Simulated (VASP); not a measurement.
A convergence study with VASP on Cs (bcc): one setting is varied, all else stays as given below, so the limit is that of these other settings.

```
Cs
1.0
   -3.05000     3.05000     3.05000
    3.05000    -3.05000     3.05000
    3.05000     3.05000    -3.05000
Cs
1
Cartesian
  0.00000   0.00000   0.00000
```

Level of theory: PBE GGA, VASP's PBE PAW potentials (set 64) (plane waves; VASP). The tightest run used: 550 eV cut-off, 14×14×14 Monkhorst-Pack mesh, first-order Methfessel-Paxton smearing of 0.10 eV, potentials Cs_sv.

```
setting     E (eV/atom)  pressure (GPa)  irreducible k-points
----------  -----------  --------------  --------------------
1×1×1 mesh      -1.6210            0.56                     1
2×2×2 mesh      -0.7320            0.29                     2
3×3×3 mesh      -0.9233           -0.02                     4
```

Question: These are the cheaper rows. Estimate the results at 14×14×14 mesh, and how far the last row shown lies from them.

Answer: 
| quantity | tightest run | last row shown is off by |
|---|---|---|
| E (eV/atom) | -0.8507 | -0.0726 |
| pressure (GPa) | 0.05 | -0.07 |

Left out are rungs that failed or repeat a setting and relaxations that didn't move; long series are thinned to 24 rows.

The compound is Cs in the bcc structure. The cell was not relaxed at this level.
